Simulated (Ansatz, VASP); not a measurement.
**BaTiO3 in two plane-wave programs**

One calculation is typed for both programs; each brings its own data sets. How far apart do they land? The two relaxations start from unlike cells of this crystal (the structure described is Ansatz's start), so only their ends are compared. Other levels of theory on this material are compared in a session of their own.

Program: Ansatz 0.2.0. Level of theory: plane waves, with VASP 6.6.1 beside it; relaxation of cell and atoms at LDA. Results are calculated unless marked as measured.

### Step 1. The starting structure

It takes space group P4mm (No. 99, tetragonal). Conventional cell: a = 3.927 Å, b = 3.927 Å, c = 3.975 Å, α = 90.00°, β = 90.00°, γ = 90.00°. Nearest to O lie 2 Ti at 1.86 to 2.12 Å and 4 Ba at 2.78 Å. Nearest to O lie 2 Ti at 1.97 Å and 4 Ba at 2.75 to 2.83 Å. Nearest to Ti lie 6 O at 1.86 to 2.12 Å. Ba has 12 O at 2.75 to 2.83 Å nearest. Farther neighbours and most contacts between anions are not listed.

Structure file:

```cif
data_structure
_symmetry_space_group_name_H-M 'P4mm'
_symmetry_Int_Tables_number 99
_cell_length_a 3.9270
_cell_length_b 3.9270
_cell_length_c 3.9747
_cell_angle_alpha 90.000
_cell_angle_beta 90.000
_cell_angle_gamma 90.000
_cell_volume 61.30
loop_
_atom_site_label
_atom_site_type_symbol
_atom_site_symmetry_multiplicity
_atom_site_Wyckoff_symbol
_atom_site_fract_x
_atom_site_fract_y
_atom_site_fract_z
_atom_site_occupancy
O1 O 1 b 0.50000 0.50000 0.02210 1
O2 O 2 c 0.50000 0.00000 0.51547 1
Ti1 Ti 1 b 0.50000 0.50000 0.48889 1
Ba1 Ba 1 a 0.00000 0.00000 0.00106 1
```

### Step 2. Ansatz: relaxation of cell and atoms, LDA

Ansatz runs on its PAW soft_1 files.

The relaxed volume is the usual yardstick between codes: in a stiff, nearly cubic crystal its relative difference is about their pressure difference at one cell divided by the bulk modulus.

Contents of input.yaml:

```yaml
crystal:
  lattice:
    - [3.926985163, 0.0, 0.0]
    - [0.0, 3.926985163, 0.0]
    - [0.0, 0.0, 3.9747338287]
  atoms:
    - { symbol: O, position: [0.5, 0.5, 0.0220999154] }
    - { symbol: O, position: [0.5, 0.0, 0.5154712037] }
    - { symbol: O, position: [0.0, 0.5, 0.5154712037] }
    - { symbol: Ti, position: [0.5, 0.5, 0.4888947737] }
    - { symbol: Ba, position: [0.0, 0.0, 0.0010629036] }
kpoints:
  mp_grid: { grid: [8, 8, 8] }
hamiltonian:
  xc: lda
  pseudopotentials: { kind: paw, azcp: { folder: soft_1 }, xc_functional: pbe }
scf:
  occupations: { method: fixed }
output:
  forces: true
  stress: true
  eigenvalues: true
relax:
  adjacent_minimum: "off"
  f_tol: 0.001
  max_steps: 60
  cell: { stress_tol: 0.01 }
```

Started as:

```bash
$ ansatz run input.yaml --threads 8 --pin off --max-ram 20480MiB --backend cpu --events-out ev --progress --plain --runs-dir out
```

Numbers of over 12 decimals in the logs are rounded to 6 here.

Output:

```text
Engine: ansatz 0.2.0, aarch64-unknown-linux-gnu
Pseudopotentials: kind: paw
Pseudopotential: O, paw, valence charge 6, recommended cutoff 420 eV (normal), soft_1/O.paw.azcp
Pseudopotential: Ti, paw, valence charge 12, recommended cutoff 420 eV (normal), soft_1/Ti.paw.azcp
Pseudopotential: Ba, paw, valence charge 10, recommended cutoff 420 eV (normal), soft_1/Ba.paw.azcp
Functional definition: SPW92
  exchange = slater_x
  correlation = pw_c
Crystal: 5 atoms, lattice volume = 61.295 Å³
Basis set: ecut = 420 eV, 1213 PW (Γ)
Bands: 25, of which v1, the nominal top of the filled ones, is band 20 counted from 1 (19 counted from 0)
Symmetry: 8 space group operations
Space group: P4mm (ITA 99), of the structure as read, at distance tolerance 3.9e-5 Å
k-points: 75 of 512 (time reversal used)
Non-local potential: O, projectors of the file, l = 0: 2, l = 1: 2, l = 2: 1
Non-local potential: Ti, projectors of the file, l = 0: 3, l = 1: 2, l = 2: 3, l = 3: 1
Non-local potential: Ba, projectors of the file, l = 0: 3, l = 1: 2, l = 2: 2, l = 3: 2
PAW form: soft (Blöchl's): semilocal exchange-correlation on the pseudo side does not see the compensation charge
PAW frozen core: O, regenerated for the run's functional, and the local potential with it (the file was generated under x = pbe(κ = 0.804, μ = 0.219515), c = pbe(β = 0.066725))
PAW frozen core: Ti, regenerated for the run's functional, and the local potential with it (the file was generated under x = pbe(κ = 0.804, μ = 0.219515), c = pbe(β = 0.066725))
PAW frozen core: Ba, regenerated for the run's functional, and the local potential with it (the file was generated under x = pbe(κ = 0.804, μ = 0.219515), c = pbe(β = 0.066725))
PAW one-centre angular grid: O, 110 points (default); XC on 64 Gauss nodes
PAW one-centre angular grid: Ti, 590 points (default); XC on 64 Gauss nodes
PAW one-centre angular grid: Ba, 194 points (default); XC on 64 Gauss nodes
Initial density: superposition of atomic densities (chi_scale 0.1, normalization cell, long waves kept (reshape's long-wave potential 0.00 eV rms))
Initial wavefunctions: pseudopotential atomic-orbital guess
Functional: x = slater, c = lda
SCF iter   1: F=—  HF=-9905.107632 eV  |F-HF|=—  |Δ(HF+E_count)|=         —  Δρ=5.43e-2  dr2=1.88e0  ethr=3.10e-3  ⟨swp⟩=4.6  Hψ=7228  notcnv=0  defer=164
preconditioner: auto → Resta (q_TF=auto, 2.541 Å⁻¹)  ε∞=5.3  [insulator: Δε(μ)=2.208 eV  Ē_g=12.944 eV  n_scr=18 (ndim 8)  ℏωp=26.8 eV  f_vac=0.000  ε∞_Penn≈5.3]
SCF iter   2: F=—  HF=-9904.727707 eV  |F-HF|=—  |Δ(HF+E_count)|=   3.80e-1  Δρ=2.30e-2  dr2=4.10e-1  ethr=3.10e-3  ⟨swp⟩=2.7  Hψ=3721  notcnv=0  defer=89
SCF iter   3: F=—  HF=-9904.649974 eV  |F-HF|=—  |Δ(HF+E_count)|=   7.77e-2  Δρ=8.58e-3  dr2=4.54e-2  ethr=1.03e-3  ⟨swp⟩=2.0  Hψ=3210  notcnv=0  defer=166
SCF iter   4: F=—  HF=-9904.647004 eV  |F-HF|=—  |Δ(HF+E_count)|=   2.97e-3  Δρ=8.76e-3  dr2=4.62e-2  ethr=1.13e-4  ⟨swp⟩=2.9  Hψ=3416  notcnv=0  defer=163
SCF iter   5: F=—  HF=-9904.638329 eV  |F-HF|=—  |Δ(HF+E_count)|=   8.67e-3  Δρ=1.37e-3  dr2=8.60e-4  ethr=1.13e-4  ⟨swp⟩=2.0  Hψ=2818  notcnv=0  defer=176
SCF iter   6: F=—  HF=-9904.638441 eV  |F-HF|=—  |Δ(HF+E_count)|=   1.11e-4  Δρ=3.00e-4  dr2=4.52e-5  ethr=2.15e-6  ⟨swp⟩=2.0  Hψ=2775  notcnv=0  defer=189
SCF iter   7: F=—  HF=-9904.638437 eV  |F-HF|=—  |Δ(HF+E_count)|=   3.06e-6  Δρ=1.61e-4  dr2=1.22e-5  ethr=1.13e-7  ⟨swp⟩=2.0  Hψ=2938  notcnv=0  defer=81
SCF iter   8: F=—  HF=-9904.638436 eV  |F-HF|=—  |Δ(HF+E_count)|=   1.64e-6  Δρ=4.95e-5  dr2=1.12e-6  ethr=3.06e-8  ⟨swp⟩=2.0  Hψ=2285  notcnv=0  defer=81
SCF iter   9: F=-9904.638436 eV  HF=-9904.638436 eV  |F-HF|=2.28e-8  |Δ(HF+E_count)|=   1.19e-7  Δρ=9.16e-6  dr2=3.74e-8  ethr=2.50e-10  ⟨swp⟩=8.8  Hψ=10421  notcnv=0
SCF 1 converged in 9 iterations: F = -9904.638436 eV  dr2 = 3.74e-8
  greatest PAW one-centre occupation: 0.998 electrons in one spin orbital (limit 2), on the Ti atom at site 3 (counted from 0), in its partial waves of l = 0
relax step   1: F+E_penalty+E_count = -9904.63843568 eV  Δ(F+E_penalty+E_count) = +0.000e0 eV  max|allowed force component| = 1.931e-3 eV/Å  Δτ_max = 0.0000 Å  P = -0.010 GPa  Ω = 61.295 Å³  (9 SCF iters, dr2 threshold 1.00e-7 eV, accepted)
[...]
relax step   2: F+E_penalty+E_count = -9904.63844687 eV  Δ(F+E_penalty+E_count) = -1.120e-5 eV  max|allowed force component| = 5.761e-4 eV/Å  Δτ_max = 0.0001 Å  P = +0.000 GPa  Ω = 61.292 Å³  energy of the carried Pulay correction = +1.085e-5 eV  (5 SCF iters, dr2 threshold 1.40e-9 eV, accepted)
[...]
relax step   3: F+E_penalty+E_count = -9904.63843997 eV  Δ(F+E_penalty+E_count) = +6.907e-6 eV  max|allowed force component| = 5.764e-4 eV/Å  Δτ_max = 0.0000 Å  P = -0.000 GPa  Ω = 61.292 Å³  stress off target by 5.32e-3 GPa  SCF on the basis re-selected at this cell (its energy is not comparable with the rows above)  (6 SCF iters)
basis re-selected at this cell: Δ(F+E_penalty+E_count) = +6.907e-6 eV, ΔP = -0.000 GPa vs the last step (what re-selecting the basis moved, of the pressure what is left beyond the Pulay correction that the steps carried, after the strain that the cell walked since its last selection, with what the two solves' SCF thresholds leave and, on support functions, any second-order correction that the steps lacked; it is no m [...]
SCF converged after 6 iterations
Free energy (F): -9904.638440 eV
Harris-Foulkes:  -9904.638440 eV  (|F-HF|=0.00e0)
Internal energy: -9904.638440 eV  (E = F + TS)
E sigma→0 (E₀):  -9904.638440 eV
Fermi energy:    10.597625 eV
--- Per-component energies (eV) ---
  E_band       = -124.303540
  E_kinetic    = 946.858339
  E_local      = -2130.960553  (includes V_loc(G=0)·N_el)
  E_nonlocal   = 321.335830
  E_hartree    = 818.973605
  E_xc         = -527.454382
  E_vxc        = -551.103362  (∫ρ·V_xc dr)
  E_paw        = -6474.010462  (= ΣΔE_a)
  E_vpaw       = -348.383273  (= ΣTr[D̂ρ^β])
  E_aug_tail   = 0.002248  (compensation charges beyond the density's cutoff)
  E_ewald      = -2860.282300
  E_core_change = 0.899235  (= ΣΔE_core)
  E_smearing   = -0.000000  (= −TS)
  E_closure    = 0.000000  (closes the sum)
  Σ components = -9904.638440   (vs F -9904.638440, Δ=0.00e0)
--- Forces (eV/Å), atoms counted from 1 ---
  atom   1  O      0.00000000     0.00000000     0.00057179
  atom   2  O     -0.00000000    -0.00000000    -0.00012322
  atom   3  O     -0.00000000     0.00000000    -0.00012322
  atom   4  Ti     0.00000000     0.00000000    -0.00008257
  atom   5  Ba     0.00000000     0.00000000    -0.00026576
  max |Σ_I F_I| component: 2.30e-5 eV/Å
--- Stress (GPa, compression-positive) ---
        0.002546      -0.000000       0.000000
       -0.000000       0.002546      -0.000000
        0.000000      -0.000000      -0.005319
  P = ⅓ Tr σ = -0.0001 GPa (-0.001 kbar)
--- Band table (eV; the first three rows and the last of 75) ---
  k-point 0: bands = [... 16 lower, 9.3141, 10.3416, 10.3589, 10.3589, 12.4497, 12.6975, 12.6975, 15.0354, ... 1 higher]
  k-point 1: bands = [... 16 lower, 9.1746, 9.9820, 10.2888, 10.2888, 12.4697, 12.9780, 12.9780, 15.0368, ... 1 higher]
  k-point 2: bands = [... 16 lower, 8.8724, 9.3117, 10.1289, 10.1289, 12.5190, 13.5876, 13.5876, 15.0388, ... 1 higher]
  k-point 74: bands = [... 16 lower, 8.2385, 10.4699, 10.4699, 10.5976, 15.0825, 15.0825, 15.1103, 17.4224, ... 1 higher]
--- Relaxed structure (2 steps of the walk, 2 accepted, 1 SCFs on fresh bases) ---
  F+E_penalty+E_count = -9904.63843997 eV   max|allowed force component| = 5.764e-4 eV/Å   (the final SCF, on the basis selected at the relaxed cell)
  cell:  # Å, volume = 61.2921 Å³
    - [3.926971, 0, 0]
    - [0, 3.926971, 0]
    - [0, 0, 3.974562]
  atoms:
    - { symbol: O, position: [0.500000, 0.500000, 0.022104] }
    - { symbol: O, position: [0.500000, 0, 0.515455] }
    - { symbol: O, position: [0, 0.500000, 0.515455] }
    - { symbol: Ti, position: [0.500000, 0.500000, 0.488898] }
    - { symbol: Ba, position: [0, 0, 0.00108764] }
```

In the SCF lines HF is the Harris–Foulkes energy and dr2 the Hartree energy of the density residual, in eV; the loop may stop once dr2 is under the threshold and the program's other checks hold. Hψ counts applications of the Hamiltonian.

(Continued in part 2 of 2.)

[Lines on the potential files, build, host, timing and source positions are cut from VASP's logs without a mark.]

[Logs are printed without paths, hosts, clocks, repeated set-up lines and the standing remarks that a program may print on its own settings, such as how far it seeks lower states.]

[Hosts, paths, dates, database ids (printed as entryN), source tags and the programs' standing remarks are cut or masked in the printed files.]
